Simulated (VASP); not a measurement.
Calculation: PBEsol GGA, VASP's PBE PAW potentials (set 64) (plane waves; VASP).

The input files of a VASP run:

**INCAR**
```
ALGO  =  Normal
EDIFF  =  1E-7
ENCUT  =  400
GGA  =  PS
ICHARG  =  11
ISMEAR  =  0
LASPH  =  .True.
LCHARG  =  .False.
LMAXMIX  =  4
LORBIT  =  11
LREAL  =  .False.
LWAVE  =  .False.
NELM  =  100
PREC  =  Accurate
SIGMA  =  0.05
SYSTEM  =  Cd4Se3Te
```

KPOINTS:
```
k-points along high-symmetry lines
15
Line-mode
Reciprocal
  0.000000   0.000000   0.000000 ! GAMMA
  0.000000   0.500000   0.000000 ! X

  0.000000   0.500000   0.000000 ! X
  0.500000   0.500000   0.000000 ! M

  0.500000   0.500000   0.000000 ! M
  0.000000   0.000000   0.000000 ! GAMMA

  0.000000   0.000000   0.000000 ! GAMMA
  0.500000   0.500000   0.500000 ! R

  0.500000   0.500000   0.500000 ! R
  0.000000   0.500000   0.000000 ! X

  0.500000   0.500000   0.500000 ! R
  0.500000   0.500000   0.000000 ! M
```

File POSCAR:
```
Cd4Se3Te
1
    6.1793769111    -0.0000000000     0.0000000000
    0.0000000000     6.1793769111    -0.0000000000
    0.0000000000    -0.0000000000     6.1793769111
Cd Te Se
4 1 3
Direct
  0.9915633060   0.9915633060   0.9915633060
  0.5084366940   0.5084366940   0.9915633060
  0.5084366940   0.9915633060   0.5084366940
  0.9915633060   0.5084366940   0.5084366940
  0.2500000000   0.2500000000   0.2500000000
  0.7500000000   0.7500000000   0.2500000000
  0.7500000000   0.2500000000   0.7500000000
  0.2500000000   0.7500000000   0.7500000000
```

POTCAR, in this order: Cd Te Se (PBE.64 set). Program: vasp_std. Read from the step before: CHGCAR.

What VASP printed:

OSZICAR:
```
       N       E                     dE             d eps       ncg     rms          rms(c)
DAV:   1     0.431313075588E+03    0.43131E+03   -0.29891E+04  7780   0.122E+03
DAV:   2     0.199203852283E+01   -0.42932E+03   -0.42166E+03  8758   0.329E+02
DAV:   3    -0.226911464509E+02   -0.24683E+02   -0.24558E+02  9050   0.779E+01
DAV:   4    -0.229798251782E+02   -0.28868E+00   -0.28842E+00  9230   0.771E+00
DAV:   5    -0.229828469673E+02   -0.30218E-02   -0.30210E-02  8920   0.689E-01
DAV:   6    -0.229829196229E+02   -0.72656E-04   -0.72649E-04  9395   0.970E-02
DAV:   7    -0.229829215052E+02   -0.18823E-05   -0.18822E-05  8863   0.139E-02
DAV:   8    -0.229829215726E+02   -0.67384E-07   -0.67387E-07  7315   0.241E-03
   1 F= -.22982922E+02 E0= -.22982922E+02  d E =-.762309E-10
```

File OUTCAR:
```
 val. band max:        1.2633751626   @ k =   0.0000   0.0000   0.0000

 cond. band min:       1.6834139177   @ k =   0.0000   0.0000   0.0000



 k-point     1 :       0.0000    0.0000    0.0000
  band No.  band energies     occupation
      1     -11.3465      2.00000
      2     -10.9697      2.00000
      3     -10.9697      2.00000
      4      -9.3676      2.00000
      5      -6.7785      2.00000
      6      -6.7785      2.00000
      7      -6.7785      2.00000
      8      -6.6027      2.00000
      9      -6.6027      2.00000
     10      -6.6027      2.00000
     11      -6.5575      2.00000
     12      -6.5575      2.00000
     13      -6.5575      2.00000
     14      -6.5207      2.00000
     15      -6.5207      2.00000
     16      -6.5207      2.00000
     17      -6.4337      2.00000
     18      -6.4337      2.00000
     19      -6.3800      2.00000
     20      -6.3800      2.00000
     21      -6.3800      2.00000
     22      -6.0760      2.00000
     23      -6.0760      2.00000
     24      -5.9665      2.00000
     25      -2.9680      2.00000
     26      -2.9680      2.00000
     27      -2.9680      2.00000
     28      -0.7450      2.00000
     29      -0.7450      2.00000
     30      -0.7450      2.00000
     31      -0.5802      2.00000
     32      -0.5802      2.00000
     33      -0.5802      2.00000
     34       1.2634      2.00000
     35       1.2634      2.00000
     36       1.2634      2.00000
     37       1.6834      0.00000
     38       4.0950      0.00000
     39       4.1198      0.00000
     40       4.1198      0.00000
     41       4.6027      0.00000
     42       4.6027      0.00000
     43       4.6027      0.00000

 k-point     2 :       0.0000    0.0357    0.0000
  band No.  band energies     occupation
      1     -11.3454      2.00000
      2     -10.9707      2.00000
      3     -10.9697      2.00000
      4      -9.3678      2.00000
      5      -6.7778      2.00000
      6      -6.7778      2.00000
...
```

The density is held fixed in this step, so its total energy and stress have no physical meaning. Unless said otherwise, spin-orbit coupling is left out, though it shifts the bands of the heavy elements here.

The structure was generated: Cd4Se3Te was put into an ordered model structure (P-43m), which need not be its known phase. It was relaxed first.
